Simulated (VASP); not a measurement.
Here is the system:

```xyz
5
Lattice="-2.1062 2.1062 5.0500 2.1062 -2.1062 5.0500 2.1062 2.1062 -5.0500" Properties=species:S:1:pos:R:3 pbc="T T T"
Ca     0.0000     0.0000     0.0000
Zn     2.1062     0.0000     2.5250
Zn     0.0000     2.1062     2.5250
Si     0.0000     0.0000     6.2195
Si     0.0000     0.0000     3.8805
```

Computed with LDA (Ceperley-Alder, Perdew-Zunger), VASP's LDA PAW potentials (set 64) (plane waves; VASP 6.6.1). Numerical set-up: 300 eV cut-off, 8×8×8 Γ-centred mesh, Gaussian smearing of 0.10 eV, potentials Ca_sv Zn Si.

### Question
Give the energies of bands 16 to 24 at the high-symmetry points, in eV from the Fermi level.

### Answer

```json
[
 {"band": "16", "Γ": "-5.93", "X": "-6.56", "P": "-6.67", "N": "-7.78", "M": "-7.59", "S": "-7.76", "R": "-7.17"},
 {"band": "17", "Γ": "-5.68", "X": "-5.71", "P": "-5.57", "N": "-5.69", "M": "-3.03", "S": "-6.35", "R": "-5.64"},
 {"band": "18", "Γ": "-2.59", "X": "-5.37", "P": "-5.57", "N": "-4.67", "M": "-3.03", "S": "-2.61", "R": "-4.49"},
 {"band": "19", "Γ": "-2.59", "X": "-4.24", "P": "-4.06", "N": "-2.09", "M": "-1.68", "S": "-2.52", "R": "-4.48"},
 {"band": "20", "Γ": "-0.81", "X": "-3.62", "P": "-2.95", "N": "-1.18", "M": "-1.31", "S": "-2.30", "R": "-3.33"},
 {"band": "21", "Γ": "-0.81", "X": "-2.13", "P": "-2.95", "N": "-0.27", "M": "-0.08", "S": "0.27", "R": "-1.99"},
 {"band": "22", "Γ": "-0.46", "X": "0.74", "P": "-0.18", "N": "0.15", "M": "1.02", "S": "0.40", "R": "0.72"},
 {"band": "23", "Γ": "-0.36", "X": "1.27", "P": "2.63", "N": "1.08", "M": "1.02", "S": "1.40", "R": "1.30"},
 {"band": "24", "Γ": "1.16", "X": "1.64", "P": "2.63", "N": "1.14", "M": "1.42", "S": "1.48", "R": "1.79"}
]
```

It has no gap at this level: it comes out as a metal or semimetal.

The structure comes from a computed database's CaZn2Si2 entry (I4/mmm); how it stands against other phases isn't given here. The cell was not relaxed at this level.
